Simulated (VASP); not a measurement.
Take Ca (fcc), against free atoms with fixed spin and no zero-point term, in VASP with PAW potentials, and its cohesive energy.

Task: One run gives 1.90 eV/atom. Which level is it?
(A) LDA
(B) RPBE
(C) PBE-D3(BJ)
(D) PBE

Result: D, PBE.  The others give 2.13 (PBE-D3(BJ)), 1.71 (RPBE), 2.20 (LDA).

Only levels that ran to the end are used. Left out are those held back, those with too coarse a band path, GW runs whose mesh misses a band edge, hybrids' fits of cells that aren't cubic and levels without matching references; a question may draw on a part of the rest.

The compound is Ca in the fcc structure.
